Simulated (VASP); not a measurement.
Crystal: ScInTeSe.

```
Sc In Te Se
1.0
     4.05000    0.00000    0.00000
    -2.02500    3.50740    0.00000
     0.00000    0.00000   14.30000
Sc In Te Se
2 2 2 2
Direct
  0.00000 0.00000 0.26000
  0.00000 0.00000 0.74000
  0.33333 0.66667 0.50000
  0.66667 0.33333 0.00000
  0.33333 0.66667 0.14300
  0.33333 0.66667 0.85700
  0.66667 0.33333 0.36000
  0.66667 0.33333 0.64000
```

The cell was built by a generator and needn't be a form met in nature.

* Program: VASP 6.6.1
* Task: relaxation of cell and atoms
* Functional: PBE
* Potentials or basis: VASP PAW PBE potentials, release 64 (Sc_sv, In_d, Te, Se)
* Cutoff: 520 eV
* k mesh: 4 × 4 × 1
* Occupations: gaussian, width 0.15 eV
* Spin: no spin polarisation

At the start: pressure 5.8 GPa; volume 25.39 Å³/atom.

Where does the relaxation end?

Over 9 steps the energy falls by 78.7 meV/atom and the volume is 28.50 Å³/atom (+12.3 %); space group P-6m2 (No. 187, to 0.05 Å).

The path:
```tsv
step	energy change (eV)	largest force (eV/Å)	pressure (GPa)	volume (Å³)
1	0.0000	0.5100	5.77	203.13
2	-0.4648	0.6236	-1.60	231.06
3	-0.4797	0.5568	-0.56	226.22
4	-0.5653	0.4044	-0.28	225.18
5	-0.6169	0.2349	0.16	223.85
6	-0.6212	0.1720	0.36	223.33
7	-0.6294	0.1103	-0.01	225.81
8	-0.6302	0.0885	-0.05	226.55
9	-0.6296	0.0555	-0.31	228.04
```

Final structure:
```cif
data_structure
_symmetry_space_group_name_H-M 'P 1'
_symmetry_Int_Tables_number 1
_cell_length_a 4.0840
_cell_length_b 4.0840
_cell_length_c 15.7874
_cell_angle_alpha 90.000
_cell_angle_beta 90.000
_cell_angle_gamma 120.000
_cell_volume 228.04
loop_
_atom_site_label
_atom_site_type_symbol
_atom_site_fract_x
_atom_site_fract_y
_atom_site_fract_z
_atom_site_occupancy
Sc1 Sc 0.00000 0.00000 0.26189 1
Sc2 Sc 0.00000 0.00000 0.73811 1
In1 In 0.33333 0.66667 0.50000 1
In2 In 0.66667 0.33333 0.00000 1
Te1 Te 0.33333 0.66667 0.14995 1
Te2 Te 0.33333 0.66667 0.85005 1
Se1 Se 0.66667 0.33333 0.35393 1
Se2 Se 0.66667 0.33333 0.64607 1
```

Caveat: the k mesh is coarse (spacing up to 0.45 Å⁻¹), so the values aren't converged; the relaxation stopped at a loose force limit of 0.08 eV/Å, so its end isn't a converged minimum.
